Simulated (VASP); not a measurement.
Method: optB88-vdW, VASP's PBE PAW potentials (set 64) (plane waves; VASP).

Input for VASP

POSCAR:
```
ZnSe
1
    0.0000000000     2.8644540875     2.8644540875
    2.8644540875     0.0000000000     2.8644540875
    2.8644540875     2.8644540875     0.0000000000
Zn Se
1 1
Direct
  1.0000000000   0.0000000000   0.0000000000
  0.2500000000   0.2500000000   0.2500000000
```

**INCAR**
```
GGA = BO
ISIF = 3
LUSE_VDW = .True.
NSW = 60
AGGAC = 0.0
LCHARG = .False.
SYSTEM = ZnSe
ISMEAR = 0
NELM = 100
PARAM2 = 0.22
EDIFF = 1E-6
EDIFFG = -0.01   ! ionic stop
LMAXMIX = 4   ! l cut-off of mixed one-centre charges
LASPH = .True.   ! aspherical one-centre terms
IBRION = 2
PARAM1 = 0.1833333333
ALGO = Normal   ! blocked Davidson
PREC = Accurate
LWAVE = .False.
LREAL = .False.
SIGMA = 0.05   ! width (eV)
ENCUT = 520
```

File KPOINTS:
```
Automatic mesh
0
Gamma
7 7 7
0 0 0
```

POTCAR, in this order: Zn Se (PBE.64 set). Program: vasp_std.

The run wrote:

OSZICAR:
```
       N       E                     dE             d eps       ncg     rms          rms(c)
DAV:   1     0.897265787965E+02    0.89727E+02   -0.89136E+03   520   0.156E+03
DAV:   2     0.419752747898E+01   -0.85529E+02   -0.82361E+02   555   0.272E+02
DAV:   3    -0.145370860542E+01   -0.56512E+01   -0.56147E+01   650   0.702E+01
DAV:   4    -0.150771080594E+01   -0.54002E-01   -0.53992E-01   555   0.731E+00
DAV:   5    -0.150801993133E+01   -0.30913E-03   -0.30912E-03   630   0.524E-01    0.451E+00
DAV:   6    -0.122730005825E+01    0.28072E+00   -0.65243E-01   771   0.251E+01    0.333E+00
DAV:   7    -0.121013115163E+01    0.17169E-01   -0.17730E-01   550   0.411E+00    0.139E+00
DAV:   8    -0.121037224532E+01   -0.24109E-03   -0.37226E-03   595   0.593E-01    0.460E-01
DAV:   9    -0.121049425127E+01   -0.12201E-03   -0.89270E-04   540   0.285E-01    0.644E-02
DAV:  10    -0.121052781000E+01   -0.33559E-04   -0.50468E-05   580   0.779E-02    0.169E-02
DAV:  11    -0.121053480952E+01   -0.69995E-05   -0.10855E-05   540   0.342E-02    0.224E-03
DAV:  12    -0.121053503176E+01   -0.22225E-06   -0.21249E-07   410   0.382E-03
   1 F= -.12105350E+01 E0= -.12105350E+01  d E =-.121054E+01
       N       E                     dE             d eps       ncg     rms          rms(c)
DAV:   1    -0.121111388795E+01   -0.57908E-03   -0.75893E-03   620   0.180E+00    0.168E-01
DAV:   2    -0.121062061220E+01    0.49328E-03   -0.17954E-03   625   0.115E+00    0.612E-02
DAV:   3    -0.121056136877E+01    0.59243E-04   -0.62981E-05   560   0.717E-02    0.292E-02
DAV:   4    -0.121054757865E+01    0.13790E-04   -0.81168E-06   616   0.346E-02    0.112E-02
DAV:   5    -0.121054578952E+01    0.17891E-05   -0.14984E-06   295   0.275E-02    0.108E-03
DAV:   6    -0.121054587915E+01   -0.89631E-07   -0.11511E-06   275   0.168E-02
   2 F= -.12105459E+01 E0= -.12105459E+01  d E =-.108474E-04
```

File OUTCAR:
```
------------------------ aborting loop because EDIFF is reached ----------------------------------------
  FORCE on cell =-STRESS in cart. coord.  units (eV):
  Direction    XX          YY          ZZ          XY          YZ          ZX
  --------------------------------------------------------------------------------------
  Total        0.0020105      0.0020105      0.0020105      0.0000000      0.0000000     -0.0000000
  in kB        0.0686470      0.0686470      0.0686470      0.0000000      0.0000000     -0.0000000
  external PRESSURE =       0.0686470 kB  Pullay stress =       0.0000000 kB
  volume of cell :       46.92
      direct lattice vectors                 reciprocal lattice vectors
    -0.000000000  2.862795805  2.862795805    -0.174654441  0.174654441  0.174654441
     2.862795805  0.000000000  2.862795805     0.174654441 -0.174654441  0.174654441
     2.862795805  2.862795805  0.000000000     0.174654441  0.174654441 -0.174654441
  FREE ENERGIE OF THE ION-ELECTRON SYSTEM (eV)
  ---------------------------------------------------
  free  energy   TOTEN  =        -1.2105458791 eV

  energy  without entropy=       -1.2105458791  energy(sigma->0) =       -1.21054588

 reached required accuracy - stopping structural energy minimisation
```
(Selected blocks of OUTCAR.)

### CONTCAR
```
ZnSe
   1.00000000000000
    -0.0000000000000000    2.8627958048667894    2.8627958048667894
     2.8627958048667894    0.0000000000000000    2.8627958048667894
     2.8627958048667894    2.8627958048667894    0.0000000000000000
  Zn              Se
     1     1
Direct
     1.0000000000000000    0.0000000000000000    0.0000000000000000
     0.2500000000000000    0.2500000000000000    0.2500000000000000
```

The compound is ZnSe in the zinc blende structure. This run relaxes it. Symmetry was kept, so distortions that lower it aren't found. The start is the result of an earlier pass.
